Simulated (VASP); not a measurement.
An input for Ansatz (written as the equivalent of a VASP run, and not itself run):

Ansatz 0.2 input:
```yaml
crystal:
  lattice:
    - [1.7588297, -3.0463821, 0.0000000]
    - [1.7588297, 3.0463821, 0.0000000]
    - [0.0000000, 0.0000000, 5.8733555]
  atoms:
    - { symbol: Zn, position: [0.6666670, 0.3333330, 0.5031601] }
    - { symbol: Zn, position: [0.3333330, 0.6666670, 0.0031601] }
    - { symbol: S, position: [0.6666670, 0.3333330, 0.8718399] }
    - { symbol: S, position: [0.3333330, 0.6666670, 0.3718399] }
kpoints:
  mp_grid: { grid: [7, 7, 4] }
hamiltonian:
  xc: pbe
  pseudopotentials: { kind: paw }
scf:
  occupations: { method: gaussian, width: 0.05 }
  max_iter: 100
relax:
  max_steps: 40
  f_tol: 0.02
  cell: { p_target: 30 }
output: { forces: true, stress: true, eigenvalues: true }
```

### Question
Write the VASP files for the same calculation (PBE).

### Answer
This is not unique; one that fits is 
File POSCAR:
```
ZnS
1
    1.7588296792    -3.0463821094    -0.0000000000
    1.7588296792     3.0463821094     0.0000000000
    0.0000000000     0.0000000000     5.8733554675
Zn S
2 2
Direct
  0.6666670000   0.3333330000   0.5031601111
  0.3333330000   0.6666670000   0.0031601111
  0.6666670000   0.3333330000   0.8718398889
  0.3333330000   0.6666670000   0.3718398889
```

KPOINTS:
```
Automatic mesh
0
Gamma
7 7 4
0 0 0
```

**INCAR**
```
SYSTEM = ZnS
PREC = Accurate
ENCUT = 500
EDIFF = 1E-6
NELM = 100
ALGO = Normal
LREAL = .FALSE.
LASPH = .TRUE.
ISMEAR = 0
SIGMA = 0.05
GGA = PE
LMAXMIX = 4
LWAVE = .FALSE.
LCHARG = .FALSE.
IBRION = 2
ISIF = 3
NSW = 40
EDIFFG = -0.02
PSTRESS = 300
```

POTCAR, in this order: Zn S (PBE.64 set). Program: vasp_std.

The two are equivalent in intent, not identical: each code has its own PAW files, so the cut-off isn't converted (ENCUT is set for VASP's; basis.ecutwfc is left out, and Ansatz then takes the one that its files recommend); Ansatz stops its SCF on the density residual and VASP on the energy change (EDIFF).

The compound is ZnS in the wurtzite structure, the high-temperature form. It was relaxed first under an external pressure of 30 GPa.
